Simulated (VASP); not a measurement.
Calculation: PBEsol GGA, VASP's PBE PAW potentials (set 64) (plane waves; VASP).

The input files of a VASP run:

### INCAR
```
# general
SYSTEM   =  MnF2
PREC     =  Accurate
ENCUT    =  520   # plane-wave cut-off (eV)
LREAL    =  .FALSE.
LASPH    =  .TRUE.   # aspherical one-centre terms

# electronic loop
EDIFF    =  1E-7   # SCF stop (eV)
NELM     =  100   # most electronic steps
ALGO     =  Normal   # blocked Davidson
LMAXMIX  =  4   # l cut-off of mixed one-centre charges

# smearing
ISMEAR   =  0
SIGMA    =  0.05

# functional
GGA      =  PS

# spin
ISPIN    =  2
MAGMOM   =  4.5 -4.5 -0.0 0.0 0.0 -0.0

# ions
IBRION   =  2   # conjugate gradients
NSW      =  30   # most ionic steps
ISIF     =  4
EDIFFG   =  -0.01

# output
LWAVE    =  .FALSE.
LCHARG   =  .FALSE.
LORBIT   =  10
```

File KPOINTS:
```
Automatic mesh
0
Gamma
5 5 7
0 0 0
```

File POSCAR:
```
MnF2
1.0
  4.7467167631   0.0000000000   0.0000000000
  0.0000000000   4.7467167631   0.0000000000
  0.0000000000   0.0000000000   3.2135338987
Mn F
2 4
Cartesian
  0.0000000000   0.0000000000   0.0000000000
  2.3733583816   2.3733583816   1.6067669494
  1.4410960612   1.4410960612   0.0000000000
  3.8144544427   0.9322623204   1.6067669494
  0.9322623204   3.8144544427   1.6067669494
  3.3056207019   3.3056207019   0.0000000000
```

POTCAR, in this order: Mn_pv F (PBE.64 set). Program: vasp_std.

What does the run give for the energy per atom (σ→0), cell moment?

The energy per atom (σ→0) is -6.775 eV/atom. The cell moment comes out as 0.00 μB.

### OSZICAR
```
...
DAV:   2    -0.406519901674E+02    0.51965E-03   -0.13904E-02  3640   0.885E-01    0.264E-01
DAV:   3    -0.406513868698E+02    0.60330E-03   -0.61125E-04  3936   0.212E-01    0.145E-01
DAV:   4    -0.406512460161E+02    0.14085E-03   -0.27758E-04  3600   0.123E-01    0.424E-02
DAV:   5    -0.406512472692E+02   -0.12531E-05   -0.28156E-05  3240   0.358E-02    0.236E-02
DAV:   6    -0.406512473496E+02   -0.80421E-07   -0.20703E-06  4016   0.116E-02    0.112E-02
DAV:   7    -0.406512476534E+02   -0.30378E-06   -0.47606E-07  3432   0.568E-03    0.208E-03
DAV:   8    -0.406512476755E+02   -0.22146E-07   -0.47866E-08  1760   0.184E-03
   3 F= -.40651248E+02 E0= -.40651248E+02  d E =-.345192E-02  mag=    -0.0000
```

The compound is MnF2 in the rutile structure. This cell is one point of a volume scan, at 0.94 of the reference volume. Symmetry was kept, so distortions that lower it aren't found.
